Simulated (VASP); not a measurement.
OSZICAR of a VASP run on Ag (fcc):

### OSZICAR
```
       N       E                     dE             d eps       ncg     rms          rms(c)
DAV:   1     0.669354359219E+02    0.66935E+02   -0.62862E+03  1920   0.126E+03
DAV:   2     0.115193965685E+02   -0.55416E+02   -0.53613E+02  1957   0.262E+02
DAV:   3     0.108849189570E+02   -0.63448E+00   -0.63407E+00  2562   0.367E+01
DAV:   4     0.108813873933E+02   -0.35316E-02   -0.35313E-02  2378   0.237E+00
DAV:   5     0.108813113422E+02   -0.76051E-04   -0.76050E-04  2546   0.294E-01    0.676E+00
DAV:   6     0.130662699514E+02    0.21850E+01   -0.10399E+01  1872   0.557E+01    0.354E+00
DAV:   7     0.134744612403E+02    0.40819E+00   -0.75430E-01  1982   0.954E+00    0.278E+00
DAV:   8     0.130023056546E+02   -0.47216E+00   -0.87142E-01  1908   0.106E+01    0.110E+00
DAV:   9     0.129115928567E+02   -0.90713E-01   -0.13677E-01  1933   0.396E+00    0.234E-01
DAV:  10     0.129129392977E+02    0.13464E-02   -0.75754E-04  2045   0.301E-01    0.190E-01
DAV:  11     0.129112486887E+02   -0.16906E-02   -0.40761E-03  1994   0.723E-01    0.378E-02
DAV:  12     0.129112820179E+02    0.33329E-04   -0.12507E-04  1900   0.150E-01    0.400E-02
DAV:  13     0.129111708213E+02   -0.11120E-03   -0.17496E-04  1916   0.152E-01    0.525E-03
DAV:  14     0.129111684240E+02   -0.23973E-05   -0.52756E-06  2026   0.224E-02    0.367E-03
DAV:  15     0.129111682601E+02   -0.16395E-06   -0.56335E-07   989   0.678E-03
   1 F= 0.12911168E+02 E0= 0.12911085E+02  d E =0.129112E+02
```

Q: Which electronic solver shows in the log?

A: It is blocked Davidson (ALGO = Normal, or the opening steps of other solvers). The INCAR had ALGO = Normal.

Q: Can the final energy be trusted as converged?

A: Self-consistency was reached. It stopped with EDIFF = 1E-6, NELM = 100, NSW = 60 and EDIFFG = -0.01 after 1 ionic step (revTPSS meta-GGA, plane waves, VASP's PBE PAW potentials (set 64)).

The compound is Ag in the fcc structure. It was relaxed first. The start is the result of an earlier pass.
